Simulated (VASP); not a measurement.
All values below come from PBE GGA + U (Dudarev), VASP's PBE PAW potentials (set 64) (plane waves; VASP).

VASP input:

### INCAR
```
ALGO  =  Normal
EDIFF  =  1E-6
ENCUT  =  400
GGA  =  PE
ISIF  =  2
ISMEAR  =  1
LASPH  =  T
LCHARG  =  F
LDAU  =  T
LDAUJ  =  0 0
LDAUL  =  -1 2
LDAUPRINT  =  1
LDAUTYPE  =  2
LDAUU  =  0 5.0
LMAXMIX  =  4
LORBIT  =  10
LREAL  =  F
LWAVE  =  F
NELM  =  100
PREC  =  Accurate
SIGMA  =  0.1
SYSTEM  =  CoAl
```

KPOINTS:
```
Automatic mesh
0
Gamma
11 11 11
0 0 0
```

File POSCAR:
```
CoAl
2.860
  1.0000000000   0.0000000000   0.0000000000
  0.0000000000   1.0000000000   0.0000000000
  0.0000000000   0.0000000000   1.0000000000
Al Co
1 1
Cart
  0.5000000000   0.5000000000   0.5000000000
  0.0000000000   0.0000000000   0.0000000000
```

POTCAR, in this order: Al Co (PBE.64 set). Program: vasp_std.

What VASP printed:

OSZICAR:
```
       N       E                     dE             d eps       ncg     rms          rms(c)
DAV:   1     0.354199710068E+02    0.35420E+02   -0.46442E+03  1152   0.102E+03
DAV:   2    -0.718194317377E+01   -0.42602E+02   -0.40189E+02  1136   0.172E+02
DAV:   3    -0.827218395282E+01   -0.10902E+01   -0.10855E+01  1326   0.378E+01
DAV:   4    -0.828802277789E+01   -0.15839E-01   -0.15835E-01  1362   0.405E+00
DAV:   5    -0.828847669151E+01   -0.45391E-03   -0.45391E-03  1288   0.657E-01    0.982E+00
DAV:   6    -0.948063838119E+01   -0.11922E+01   -0.31633E+01  1248   0.871E+01    0.110E+01
DAV:   7    -0.764499622576E+01    0.18356E+01   -0.15112E+01  1238   0.568E+01    0.197E+00
DAV:   8    -0.769049454527E+01   -0.45498E-01   -0.15781E-01  1308   0.524E+00    0.875E-01
DAV:   9    -0.771654388950E+01   -0.26049E-01   -0.63153E-02  1442   0.383E+00    0.277E-01
DAV:  10    -0.772301523772E+01   -0.64713E-02   -0.14477E-02  1528   0.131E+00    0.156E-01
DAV:  11    -0.772380595527E+01   -0.79072E-03   -0.38636E-03  1360   0.105E+00    0.230E-02
DAV:  12    -0.772383002808E+01   -0.24073E-04   -0.11719E-04  1180   0.115E-01    0.147E-02
DAV:  13    -0.772383158287E+01   -0.15548E-05   -0.26185E-05  1244   0.978E-02    0.351E-03
DAV:  14    -0.772383174721E+01   -0.16434E-06   -0.10879E-06   570   0.132E-02
   1 F= -.77238317E+01 E0= -.77239834E+01  d E =0.455026E-03
```

**OUTCAR**
```
------------------------ aborting loop because EDIFF is reached ----------------------------------------
  FORCE on cell =-STRESS in cart. coord.  units (eV):
  Direction    XX          YY          ZZ          XY          YZ          ZX
  --------------------------------------------------------------------------------------
  Total       -1.2801882     -1.2801882     -1.2801882     -0.0000000     -0.0000000      0.0000000
  in kB      -87.6771225    -87.6771225    -87.6771225     -0.0000000     -0.0000000      0.0000000
  external PRESSURE =     -87.6771225 kB  Pullay stress =       0.0000000 kB
  volume of cell :       23.39
      direct lattice vectors                 reciprocal lattice vectors
     2.860000000  0.000000000  0.000000000     0.349650350  0.000000000  0.000000000
     0.000000000  2.860000000  0.000000000     0.000000000  0.349650350  0.000000000
     0.000000000  0.000000000  2.860000000     0.000000000  0.000000000  0.349650350
 POSITION                                       TOTAL-FORCE (eV/Angst)
 -----------------------------------------------------------------------------------
      1.43000      1.43000      1.43000         0.000000      0.000000      0.000000
      0.00000      0.00000      0.00000         0.000000      0.000000      0.000000
 -----------------------------------------------------------------------------------
    total drift:                               -0.000000      0.000000     -0.000000
  FREE ENERGIE OF THE ION-ELECTRON SYSTEM (eV)
  ---------------------------------------------------
  free  energy   TOTEN  =        -7.7238317472 eV

  energy  without entropy=       -7.7242867734  energy(sigma->0) =       -7.72398342

 total charge

# of ion       s       p       d       tot
------------------------------------------
    1        0.389   0.406   0.000   0.795
    2        0.415   0.498   7.658   8.571
--------------------------------------------------
tot          0.804   0.904   7.658   9.366
```
(Selected blocks of OUTCAR.)

The compound is CoAl in the CsCl type structure. The cell was not relaxed at this level. The run is one of a series of settings (LDAU = .TRUE., LDAUJ = 0 0, LDAUL = -1 2, LDAUTYPE = 2, LDAUU = 0 5.0 against the base run), some of them coarse on purpose. The run is not spin-polarised, so no magnetic state was tried.
